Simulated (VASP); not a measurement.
Cost and result of VASP (PAW) for the lattice constant a of TiO$_{2}$ (rutile). Static lattice. The cost counts the five points of the equation of state, each on the mesh and cut-off of its row, so the ratios hold those differences too. With PBE it took about 4 core-minutes. The timings are rough (shared machines, no repeats); factors under 2 mean little.

```json
[
 {"level": "PBE", "k-mesh": "5×5×7", "cut-off (eV)": "520", "lattice constant a (Å)": "4.647", "cost over PBE": "reference"},
 {"level": "LDA", "k-mesh": "5×5×8", "cut-off (eV)": "520", "lattice constant a (Å)": "4.556", "cost over PBE": "within a factor of 2"},
 {"level": "PBEsol", "k-mesh": "5×5×8", "cut-off (eV)": "520", "lattice constant a (Å)": "4.596", "cost over PBE": "within a factor of 2"},
 {"level": "r2SCAN", "k-mesh": "5×5×8", "cut-off (eV)": "520", "lattice constant a (Å)": "4.604", "cost over PBE": "about 5 times"},
 {"level": "SCAN", "k-mesh": "5×5×8", "cut-off (eV)": "520", "lattice constant a (Å)": "…", "cost over PBE": "…"}
]
```

Question: Fill in the missing entries.

Answer: 
- SCAN, lattice constant a (Å): 4.598
- SCAN, cost over PBE: about 7 times

Left out are levels that failed, ran on another kind of processor or have no fit band path; at most nine are shown.

The compound is TiO2 in the rutile structure.
